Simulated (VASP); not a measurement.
An input for Ansatz (written as the equivalent of a VASP run, and not itself run):

Ansatz 0.2 input:
```yaml
crystal:
  lattice:
    - [0.0000000, 2.9138740, 2.9138740]
    - [2.9138740, 0.0000000, 2.9138740]
    - [2.9138740, 2.9138740, 0.0000000]
  atoms:
    - { symbol: As, position: [0.0000000, 0.0000000, 0.0000000] }
    - { symbol: Co, position: [0.5000000, 0.5000000, 0.5000000], spin: 3 }
    - { symbol: Co, position: [0.2500000, 0.2500000, 0.2500000], spin: 3 }
    - { symbol: Co, position: [0.7500000, 0.7500000, 0.7500000], spin: 3 }
kpoints:
  mp_grid: { grid: [6, 6, 6] }
hamiltonian:
  xc: pbe
  pseudopotentials: { kind: paw }
  hubbard:
    sites:
      - { species: Co, l: d, u_eff: 2 }
magnetization: { spin_polarized: true }
scf:
  occupations: { method: gaussian, width: 0.05 }
  max_iter: 100
output: { forces: true, stress: true, eigenvalues: true }
```

Q: Translate this input to VASP (INCAR, KPOINTS, POSCAR, choice of POTCAR).

A: One answer among several that fit: 
File KPOINTS:
```
Automatic mesh
0
Gamma
6 6 6
0 0 0
```

**INCAR**
```
ALGO = Normal
EDIFF = 1E-6
ENCUT = 400
GGA = PE
ISIF = 2
ISMEAR = 0
ISPIN = 2
LASPH = .True.
LCHARG = .False.
LDAU = .True.
LDAUJ = 0 0
LDAUL = -1 2
LDAUPRINT = 1
LDAUTYPE = 2
LDAUU = 0 2.0
LMAXMIX = 4
LORBIT = 10
LREAL = .False.
LWAVE = .False.
MAGMOM = 0.0 3*3.0
NELM = 100
PREC = Accurate
SIGMA = 0.05
SYSTEM = Co3As
```

File POSCAR:
```
Co3As
1
    0.0000000000     2.9138740000     2.9138740000
    2.9138740000     0.0000000000     2.9138740000
    2.9138740000     2.9138740000     0.0000000000
As Co
1 3
Direct
  0.0000000000   0.0000000000   0.0000000000
  0.5000000000   0.5000000000   0.5000000000
  0.2500000000   0.2500000000   0.2500000000
  0.7500000000   0.7500000000   0.7500000000
```

POTCAR, in this order: As Co (PBE.64 set). Program: vasp_std.

Limits of the translation: each code has its own PAW files, so the cut-off isn't converted (ENCUT is set for VASP's; basis.ecutwfc is left out, and Ansatz then takes the one that its files recommend); Ansatz stops its SCF on the density residual and VASP on the energy change (EDIFF); the +U projectors differ, so the same U acts differently.

The structure was generated: Co3As was put into the D03 type (Fm-3m), which need not be its known phase. The cell was not relaxed at this level. The k-mesh is coarse (spacing up to 0.31 per Å, 2π included), so the numbers may not be converged in it. The run is one of a series of settings (LDAU = .TRUE., LDAUJ = 0 0, LDAUL = -1 2, LDAUTYPE = 2, LDAUU = 0 2.0 against the base run), some of them coarse on purpose.
